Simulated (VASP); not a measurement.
MoS2:

```
Mo S
1.0
     3.16100    0.00000    0.00000
    -1.58050    2.73751    0.00000
     0.00000    0.00000   12.90975
Mo S
2 4
Direct
  0.33333 0.66667 0.25000
  0.66667 0.33333 0.75000
  0.66667 0.33333 0.37123
  0.66667 0.33333 0.12877
  0.33333 0.66667 0.87123
  0.33333 0.66667 0.62877
```

The cell was built by a generator and needn't be a form met in nature.

Base run:

```yaml
Program: VASP 6.6.1
Functional: optB88-vdW
Potentials_or_basis: VASP PAW PBE potentials, release 64 (Mo_sv, S)
Cutoff: 520 eV
k_mesh: 8 × 8 × 2
Occupations: fermi-dirac, width 0.05 eV
Spin: no spin polarisation
```

Its results: band gap on the k mesh 1.21 eV, indirect (least direct gap 1.98 eV); pressure 2.8 GPa; largest force 0.338 eV/Å.

Q: The run is repeated on the same cell with these changes: functional from optB88-vdW to vdW-DF. What comes out?

A: Band gap on the k mesh 1.26 eV, indirect (least direct gap 1.98 eV); pressure 7.3 GPa; largest force 0.579 eV/Å.

Caveats: the PAW data sets were made with another functional, which shifts forces and pressure a little.

A k mesh can miss the band edges.

Not every run made on this cell is shown here.
